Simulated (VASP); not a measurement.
Consider the following.

```xyz
3
Lattice="0.0000 2.9760 2.9760 2.9760 0.0000 2.9760 2.9760 2.9760 0.0000" Properties=species:S:1:pos:R:3 pbc="T T T"
Li     4.4641     4.4641     4.4641
Li     1.4880     1.4880     1.4880
Se     0.0000     0.0000     0.0000
```

All values below come from PBE GGA, VASP's PBE PAW potentials (set 64) (plane waves; VASP 6.6.1). Numerical set-up: 400 eV cut-off, 7×7×7 Γ-centred mesh, Fermi-Dirac smearing of 0.010 eV, potentials Li_sv Se.

Predict the energy per atom (σ→0).

```json
{
 "energy per atom (σ→0)": "-3.727 eV/atom"
}
```

The absolute energy has meaning only against runs of the same code, potentials and settings.

The structure comes from a computed database's Li2Se entry; how it stands against other phases isn't given here. The cell was not relaxed at this level.
